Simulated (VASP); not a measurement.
Runs of VASP 6.6.1 on Mg6SiSb. The structure is orthorhombic, space group Amm2 (No. 38). Conventional cell: a = 5.147 Å, b = 5.972 Å, c = 11.536 Å, α = 90.00°, β = 90.00°, γ = 90.00°. Around Sb (site symmetry mm2) lie 10 Mg at 3.00 to 3.34 Å. Si (site symmetry mm2) is surrounded by 8 Mg at 2.80 to 3.04 Å. Mg (site symmetry mm2) has 2 Sb at 3.00 Å and 10 Mg at 3.10 to 3.40 Å as nearest neighbours. Around Mg (site symmetry m) lie 7 Mg at 2.89 to 3.31 Å and 2 Si at 2.97 Å and 1 Sb at 3.15 Å. Mg (site symmetry mm2) is surrounded by 2 Si at 3.04 Å and 10 Mg at 3.13 to 3.32 Å. Mg (site symmetry m) has 1 Si at 2.80 Å and 5 Mg at 2.96 to 3.18 Å and 2 Sb at 3.06 Å as nearest neighbours. The cell comes from a database or a generator and needn't be the stable form of this composition.

| task | level | potentials or basis | cell | smearing | other keys | gap on the mesh (eV) | pressure (GPa) | largest force (eV/Å) |
| --- | --- | --- | --- | --- | --- | --- | --- | --- |
| single point | PBEsol | VASP PAW PBE potentials, release 64 (Sb, Si, Mg_pv) | as given | gaussian 0.02 eV | - | none | (a) | 0.03 |
| electrostatic potential | SCAN+rVV10 | VASP PAW PBE potentials, release 64 (Sb, Si, Mg) | cell strained at random at fixed volume | methfessel-paxton 0.2 eV | NBANDS = 34 | none | -1.0 | 0.21 |
| density of states | TB-mBJ | VASP PAW PBE potentials, release 64 (Sb, Si, Mg) | as given | tetrahedron | - | none | - | - |
| optical spectrum | RPBE+D3(BJ) | VASP PAW PBE potentials, release 64 (Sb, Si, Mg) | atoms moved at random, drawn with an rms of 0.02 Å | gaussian 0.1 eV | - | none | -14.6 | 0.20 |

Alike in all rows: no spin polarisation; k mesh 5 × 5 × 5; cutoff (eV) 520.

Task: Fill in the values left out.

Result: (a) -0.9.

Caveats: the PAW data sets were made with another functional, which shifts forces and pressure a little; pairwise dispersion overbinds metals, which lowers pressure and volume (some runs); tetrahedron occupations give inexact forces and stress in metals (some runs); spectra need much finer meshes, so this one isn't converged (some runs); independent-particle spectra lack excitons (some runs); the intraband (Drude) part of a metal's response may be missing (some runs).

A k mesh can miss the band edges, and the runs leave out spin-orbit coupling on Sb.

A gap of «none» marks a metal or a gap under the smearing width.

The runs don't all hold the same shells in valence.

Runs at the PBE level aren't shown here.
